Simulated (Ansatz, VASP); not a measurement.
# Cross-check of Al4Te (Te/Al(100)) between VASP and Ansatz

One calculation is typed for both programs; each brings its own data sets. How far apart do they land? Of the first pair: The structure shown is the start of the Ansatz relaxation below; VASP solves that cell, so the two are compared at the walk's first step.

Calculated with Ansatz 0.2.0; plane waves, with VASP 6.6.1 beside it; PBE.

## (1) The starting structure

The cell holds 5 atoms: 4 Al and 1 Te. Its edges and angles: a = 2.864 Å, b = 2.864 Å, c = 21.890 Å, α = 90.0°, β = 90.0°, γ = 90.0°. Vacuum lies along c.

## (2) Ansatz: relaxation, PBE

Ansatz runs on its default PAW (the set named soft_2) files.

The two programs are compared at the cell with which this relaxation starts, whose forces are those of its first step.

The input, input.yaml:

```yaml
crystal:
  lattice:
    - [2.8637824638, 0.0, 0.0]
    - [0.0, 2.8637824638, 0.0]
    - [0.0, 0.0, 21.8902287046]
  atoms:
    - { symbol: Al, position: [0.5, 0.5, 0.3197773808] }
    - { symbol: Al, position: [0.0, 0.0, 0.4122844088] }
    - { symbol: Al, position: [0.5, 0.5, 0.5047914368] }
    - { symbol: Al, position: [0.0, 0.0, 0.5972984648] }
    - { symbol: Te, position: [0.5, 0.5, 0.6802226192] }
kpoints:
  mp_grid: { grid: [11, 11, 1] }
hamiltonian:
  xc: pbe
scf:
  occupations: { method: fermi_dirac, width: 0.1 }
efield:
  axis: 3
  dipole_correction: true
  ramp_width: 0.05
relax:
  f_tol: 0.02
  max_steps: 60
  constraints: [{ sites: [0, 1] }]
output:
  write_potential: true
  write_density: true
  volumetric_format: npy
```

Launch:

```sh
ansatz run input.yaml --threads 4 --pin off --max-ram 8192MiB --backend cpu --events-out ev --progress --plain --runs-dir out
```

Numbers of over 12 decimals in the logs are rounded to 6 here.

Log:

```text
Engine: ansatz 0.2.0, x86_64-unknown-linux-gnu
Pseudopotentials: kind: paw
Pseudopotential: Al, paw, valence charge 3, recommended cutoff 420 eV (normal), Al.paw.azcp
Pseudopotential: Te, paw, valence charge 16, recommended cutoff 420 eV (normal), Te.paw.azcp
Functional definition: PBE
  parameter kappa = 0.804
  parameter beta = 0.066725
  exchange = pbe_x(kappa = kappa, mu = beta*pi^2/3)
  correlation = pbe_c(beta = beta)
Crystal: 5 atoms, lattice volume = 179.527 Å³
Basis set: ecut = 420 eV, 3525 PW (Γ), exchange–correlation on 40×40×300 points (8 copies of the dense FFT grid, shifted against one another)
Bands: 19, of which v1, the nominal top of the filled ones, is band 14 counted from 1 (13 counted from 0)
Symmetry: 8 space group operations
Space group: P4mm (ITA 99), of the structure as read, at distance tolerance 5.6e-5 Å
k-points: 21 of 121
Non-local potential: Al, projectors of the file, l = 0: 2, l = 1: 2, l = 2: 1
Non-local potential: Te, projectors of the file, l = 0: 2, l = 1: 2, l = 2: 2, l = 3: 2
PAW form: soft (Blöchl's): semilocal exchange-correlation on the pseudo side does not see the compensation charge
PAW one-centre angular grid: Al, 110 points (default); XC on 64 Gauss nodes
PAW one-centre angular grid: Te, 590 points (default); XC on 64 Gauss nodes
Initial density: superposition of atomic densities (neutral atoms: chi_scale 0, normalization atom), corrected by the library's trained network
Initial wavefunctions: pseudopotential atomic-orbital guess
Functional: x = pbe(κ = 0.804, μ = 0.219515), c = pbe(β = 0.066725)
SCF iter   1: F=—  HF=-9128.069332 eV  |F-HF|=—  |Δ(HF+E_count)|=         —  Δρ=6.96e-3  dr2=4.56e0  ethr=1.77e-3  p=-0.039 e·Å  D=-3.92e-2 V/Å  ΔV_dip=0.86 eV  dr2_dipole=3.09e0  V_vac-E_F(+/−)=4.62/3.77 eV  ⟨swp⟩=10.5  Hψ=6217  notcnv=0  defer=7
efield: sawtooth ramp at fractional position 0.9750 (placed from the atoms, in the widest stretch of the axis that holds none; the zero of the levels goes with the place), width 0.0500; the density the first Hamiltonian is built on has a dipole p = -0.039 e·Å; the dipole correction subtracts the counter field D = -3.92e-2 V/Å, which shifts the + side's vacuum level by +0.86 eV against the − side's; the planar-averaged density in the ramp window peaks in size at 1.3e-4 e/Å³
automatic band count: the SCF goes on with 24 bands, as 19 were too few: the levels above may hold too much charge
preconditioner: auto → LDOS  [metal: Δε(μ)=0.108 eV  Ē_g=9.022 eV  σ=0.100 eV  W_gap=0.26  n_scr=12 (ndim 8)  ℏωp=11.8 eV  f_vac=0.443  D(μ)=2.41/eV (n_scr^D=10)  β→1.0]
SCF iter   2: F=—  HF=-9127.912681 eV  |F-HF|=—  |Δ(HF+E_count)|=   1.57e-1  Δρ=1.71e-3  dr2=1.47e-2  ethr=1.77e-3  p=0.044 e·Å  D=4.46e-2 V/Å  ΔV_dip=-0.98 eV  dr2_dipole=1.33e-4  V_vac-E_F(+/−)=3.15/4.12 eV  ⟨swp⟩=2.6  Hψ=808  notcnv=0  defer=38
SCF iter   3: F=—  HF=-9127.912931 eV  |F-HF|=—  |Δ(HF+E_count)|=   2.50e-4  Δρ=1.03e-3  dr2=4.80e-3  ethr=5.26e-5  p=0.035 e·Å  D=3.48e-2 V/Å  ΔV_dip=-0.76 eV  dr2_dipole=7.52e-4  V_vac-E_F(+/−)=3.34/4.10 eV  ⟨swp⟩=2.0  Hψ=845  notcnv=0  defer=40
SCF iter   4: F=—  HF=-9127.912286 eV  |F-HF|=—  |Δ(HF+E_count)|=   6.44e-4  Δρ=3.70e-4  dr2=4.93e-4  ethr=1.71e-5  p=0.037 e·Å  D=3.76e-2 V/Å  ΔV_dip=-0.82 eV  dr2_dipole=4.02e-6  V_vac-E_F(+/−)=3.27/4.10 eV  ⟨swp⟩=2.0  Hψ=892  notcnv=0  defer=38
SCF iter   5: F=—  HF=-9127.912180 eV  |F-HF|=—  |Δ(HF+E_count)|=   1.07e-4  Δρ=5.71e-5  dr2=7.60e-6  ethr=1.76e-6  p=0.036 e·Å  D=3.67e-2 V/Å  ΔV_dip=-0.80 eV  dr2_dipole=1.28e-7  V_vac-E_F(+/−)=3.29/4.09 eV  ⟨swp⟩=2.0  Hψ=756  notcnv=0  defer=38
SCF iter   6: F=-9127.912183 eV  HF=-9127.912183 eV  |F-HF|=8.67e-8  |Δ(HF+E_count)|=   3.65e-6  Δρ=1.13e-5  dr2=3.38e-7  ethr=2.71e-8  p=0.036 e·Å  D=3.65e-2 V/Å  ΔV_dip=-0.80 eV  dr2_dipole=1.26e-7  V_vac-E_F(+/−)=3.29/4.09 eV  ⟨swp⟩=12.0  Hψ=3352  notcnv=0
SCF 1 converged in 6 iterations: F = -9127.912183 eV  dr2 = 3.38e-7
  greatest PAW one-centre occupation: 0.998 electrons in one spin orbital (limit 2), on the Te atom at site 4 (counted from 0), in its partial waves of l = 2
relax step   1: F+E_penalty+E_count = -9127.91218312 eV  Δ(F+E_penalty+E_count) = +0.000e0 eV  max|allowed force component| = 2.573e0 eV/Å  Δτ_max = 0.0000 Å  (6 SCF iters, dr2 threshold 1.00e-5 eV, accepted)
[...]
relax step  11: F+E_penalty+E_count = -9128.78217433 eV  Δ(F+E_penalty+E_count) = +9.756e-6 eV  max|allowed force component| = 1.979e-2 eV/Å  Δτ_max = 0.0243 Å  (5 SCF iters, accepted)
[...]
relax step  12: F+E_penalty+E_count = -9128.78226239 eV  Δ(F+E_penalty+E_count) = -8.806e-5 eV  max|allowed force component| = 9.156e-4 eV/Å  Δτ_max = 0.0234 Å  (5 SCF iters, accepted)
NSCF: frozen V_eff on 21 k-points
the band table was solved once a step of the walk had ended and its energy, with any forces and stress, was formed, with the checks that follow a solve (3821 applications of the Hamiltonian). They found nothing against the state; the energy, forces and stress were not computed again (output.eigenvalues in the input reference)
WARN: The output density's exchange-correlation potential varies sharply where the density is thin. Do not read a vacuum level from v_tot or v_xc, or from such a field of the output density. On a cell that repeats whose density bears no net charge and no dipole along the vacuum's axis use v_es (v_loc + v_h of the components); under efield.dipole_correction with no amplitude use v_es + v_field, which holds any externa [...]
SCF converged after 5 iterations
Free energy (F): -9128.782262 eV
Harris-Foulkes:  -9128.782262 eV  (|F-HF|=2.11e-8)
Internal energy: -9128.695231 eV  (E = F + TS)
E sigma→0 (E₀):  -9128.738747 eV
Entropy (-TS):   -0.087031 eV (-17.406 meV/atom)
Fermi energy:    2.658278 eV
Dipole field:    D = -0.014065 V/Å  (p = -0.013954 e·Å, saw-weighted, corrected)
Work function:   Φ+ = 4.6572 eV   Φ− = 4.3495 eV
Levels:          The Fermi level and band energies are counted from a zero that moves with the ramp; work functions are not
Vacuum region:   at the solve's end the planar-averaged density reaches 1.89e-5 e/Å³ inside the ramp window [0.9472, 0.0885] (bound 1e-5 e/Å³); by the running means of the window's planes the mean density over a ramp is at most 1.53e-5 e/Å³, which is held to the bound (the quickstart, § The vacuum guard, A window that rings)
--- Per-component energies (eV) ---
  E_band       = -380.419765
  E_kinetic    = 267.906600
  E_local      = -9457.146285  (includes V_loc(G=0)·N_el)
  E_nonlocal   = -268.261299
  E_hartree    = 4843.572466
  E_xc         = -281.158704
  E_vxc        = -217.147374  (∫ρ·V_xc dr)
  E_paw        = -6531.110785  (= ΣΔE_a)
  E_vpaw       = -393.823393  (= ΣTr[D̂ρ^β])
  E_aug_tail   = -0.000170  (compensation charges beyond the density's cutoff)
  E_efield     = 0.000098  (sawtooth field / dipole correction)
  E_vefield    = 0.911143  (∫n·V_field dr)
  E_ewald      = 2297.502848
  E_smearing   = -0.087031  (= −TS)
  E_closure    = -0.000000  (closes the sum)
  Σ components = -9128.782262   (vs F -9128.782262, Δ=0.00e0)
--- Forces (eV/Å), atoms counted from 1 ---
  atom   1  Al     0.00000000     0.00000000    -0.18377223
  atom   2  Al     0.00000000     0.00000000     0.18255599
  atom   3  Al     0.00000000     0.00000000     0.00091559
  atom   4  Al     0.00000000     0.00000000    -0.00001129
  atom   5  Te    -0.00000000     0.00000000     0.00031765
  max |Σ_I F_I| component: 5.70e-6 eV/Å
--- Band table (eV; the first three rows and the last of 21) ---
  k-point 0: bands = [... 10 lower, -0.9075, 1.1806, 4.3959, 6.2100, 6.4900, 6.4900, 7.1526, 7.6982, ... 6 higher]
  k-point 1: bands = [... 10 lower, -0.7647, 1.3155, 4.5157, 4.9083, 6.1787, 6.3559, 6.6378, 7.2883, ... 6 higher]
  k-point 2: bands = [... 10 lower, -0.3422, 1.7020, 2.2923, 3.6501, 4.9148, 4.9769, 6.8019, 6.8442, ... 6 higher]
  k-point 20: bands = [... 10 lower, 0.5599, 1.5692, 1.6747, 2.4352, 2.6337, 2.9979, 3.4630, 3.5115, ... 6 higher]
--- Relaxed structure (12 steps of the walk, 12 accepted, 0 SCFs on fresh bases) ---
  F+E_penalty+E_count = -9128.78226239 eV   max|allowed force component| = 9.156e-4 eV/Å
  atoms:
    - { symbol: Al, position: [0.500000, 0.500000, 0.319777] }
    - { symbol: Al, position: [0.0, 0.0, 0.4122844088] }
    - { symbol: Al, position: [0.500000, 0.500000, 0.506176] }
    - { symbol: Al, position: [0, 0.0, 0.602764] }
    - { symbol: Te, position: [0.500000, 0.500000, 0.745993] }
```

Reading the cycles: dr2 is the Hartree energy of the density residual (eV), the measure of convergence; HF is the Harris–Foulkes estimate of the energy, which meets the free energy F at convergence.

## (3) VASP: single point, PBE, start cell, pair 1

The same cell, functional, mesh and smearing now go to VASP, with its own data sets.

Lines of VASP's logs that name or quote its potential files are left out, and so is its time.

The input, INCAR:

```
SYSTEM = Al4Te
PREC = Accurate
ENCUT = 400
EDIFF = 1E-06
NELM = 120
ISMEAR = -1
SIGMA = 0.1
LREAL = .FALSE.
ALGO = Normal
GGA = PE
NBANDS = 15
LORBIT = 11
LWAVE = .FALSE.
LCHARG = .FALSE.
ISIF = 2
LDIPOL = .TRUE.
IDIPOL = 3
DIPOL = 0.5 0.5 0.504
LVHAR = .TRUE.
LASPH = .TRUE.
GGA_COMPAT = .FALSE.
NELMDL = -8
KPAR = 2
```

The input, POSCAR:

```
Al4Te
1.0
    2.8637824638      0.0000000000      0.0000000000
    0.0000000000      2.8637824638      0.0000000000
    0.0000000000      0.0000000000     21.8902287046
Al Te
4 1
Direct
    0.4999999190      0.4999999190      0.3197773808
    0.9999999190      0.9999999190      0.4122844088
    0.4999999190      0.4999999190      0.5047914368
    0.9999999190      0.9999999190      0.5972984648
    0.4999999190      0.4999999190      0.6802226327
```

The input, KPOINTS:

```
Automatic mesh
0
Gamma
11 11 1
0 0 0
```

The projector-augmented-wave data sets are Al and Te (PBE family, release 64).

Launch:

```sh
mpirun -np 2 vasp_std
```

Log:

```text
[banner, memory and clock lines left out]
running    2 mpi-ranks, on    1 nodes
 distrk:  each k-point on    1 cores,    2 groups
 distr:  one band on    1 cores,    1 groups

 POSCAR found type information on POSCAR AlTe
 POSCAR found :  2 types and       5 ions
 LDA part: xc-table for (Slater+PW92), standard interpolation
 POSCAR, INCAR and KPOINTS ok, starting setup
 FFT: planning ... GRIDC
 FFT: planning ... GRID_SOFT
 FFT: planning ... GRID
 WAVECAR not read
 entering main loop
       N       E                     dE             d eps       ncg     rms          rms(c)
DAV:   1     0.580459465672E+02    0.58046E+02   -0.52615E+03   630   0.731E+02
DAV:   2    -0.133820918048E+02   -0.71428E+02   -0.66266E+02   850   0.133E+02
DAV:   3    -0.171809653305E+02   -0.37989E+01   -0.37483E+01   886   0.328E+01
DAV:   4    -0.173233175801E+02   -0.14235E+00   -0.14224E+00   978   0.701E+00
DAV:   5    -0.173261629525E+02   -0.28454E-02   -0.28453E-02   974   0.998E-01
DAV:   6    -0.173263305564E+02   -0.16760E-03   -0.16760E-03  1033   0.206E-01
DAV:   7    -0.173263398038E+02   -0.92474E-05   -0.92472E-05  1046   0.355E-02
DAV:   8    -0.173263400907E+02   -0.28683E-06   -0.28686E-06   834   0.573E-03    0.123E+01
DAV:   9    -0.213862972190E+02   -0.40600E+01   -0.43245E+01   914   0.252E+01    0.146E+01
DAV:  10    -0.162160012419E+02    0.51703E+01   -0.32222E+01   885   0.191E+01    0.803E+00
DAV:  11    -0.176523555368E+02   -0.14364E+01   -0.14651E+01   827   0.154E+01    0.589E+00
DAV:  12    -0.160683399327E+02    0.15840E+01   -0.65077E+00   833   0.876E+00    0.106E+00
DAV:  13    -0.160643097061E+02    0.40302E-02   -0.23243E-01   847   0.214E+00    0.427E-01
DAV:  14    -0.160646626187E+02   -0.35291E-03   -0.13025E-02   826   0.682E-01    0.304E-01
[...]
DAV:  21    -0.160635220966E+02   -0.37290E-04   -0.77453E-06   777   0.129E-02    0.148E-02
DAV:  22    -0.160635430045E+02   -0.20908E-04   -0.58619E-06   754   0.104E-02    0.676E-03
DAV:  23    -0.160636121238E+02   -0.69119E-04   -0.83287E-06   704   0.975E-03    0.738E-03
DAV:  24    -0.160636335524E+02   -0.21429E-04   -0.16061E-06   625   0.570E-03    0.347E-03
DAV:  25    -0.160636516918E+02   -0.18139E-04   -0.13898E-06   618   0.419E-03    0.170E-03
DAV:  26    -0.160636562643E+02   -0.45725E-05   -0.26091E-07   577   0.189E-03    0.118E-03
DAV:  27    -0.160636590684E+02   -0.28041E-05   -0.34824E-07   590   0.209E-03    0.813E-04
DAV:  28    -0.160636596504E+02   -0.58204E-06   -0.72580E-08   549   0.111E-03
   1 F= -.16063660E+02 E0= -.16025662E+02  d E =-.759946E-01
```

(Continued in part 2 of 2.)

[Lines on the potential files, build, host, timing and source positions are cut from VASP's logs without a mark.]

[Logs are printed without paths, hosts, clocks, repeated set-up lines and the standing remarks that a program may print on its own settings, such as how far it seeks lower states.]

[Hosts, paths, dates, database ids (printed as entryN), source tags and the programs' standing remarks are cut or masked in the printed files.]
